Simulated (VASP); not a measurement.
Given:

```
CELL_PARAMETERS angstrom
      0.00000     2.50506     2.46541
      2.49123     0.00000     2.46541
      2.49123     2.50506     0.00000
ATOMIC_POSITIONS crystal
  Hf 0.00000 0.00000 0.00000
  O  0.25000 0.25000 0.25000
  O  0.73936 0.76064 0.76064
```

All values below come from PBE GGA, VASP's PBE PAW potentials (set 64) (plane waves; VASP 6.6.1). Settings: 520 eV cut-off, 1×1×1 Γ-centred mesh, Gaussian smearing of 0.050 eV, potentials Hf_pv O.

Q: Predict the energy per atom (σ→0), pressure, largest force.

A: 
```yaml
energy per atom (σ→0): -10.306 eV/atom
pressure: -165.6 kbar
largest_force: 1.133 eV/Å
```

The compound is HfO2 in the fluorite structure, the high-temperature cubic form, which is unstable at 0 K; the monoclinic form is the stable one. The cell was not relaxed at this level, atoms are displaced from their ideal sites. The k-mesh is coarse (spacing up to 2.19 per Å, 2π included), so the numbers may not be converged in it. The run is one of a series of settings (KPOINTS 1×1×1 Γ-centred mesh against the base run), some of them coarse on purpose.
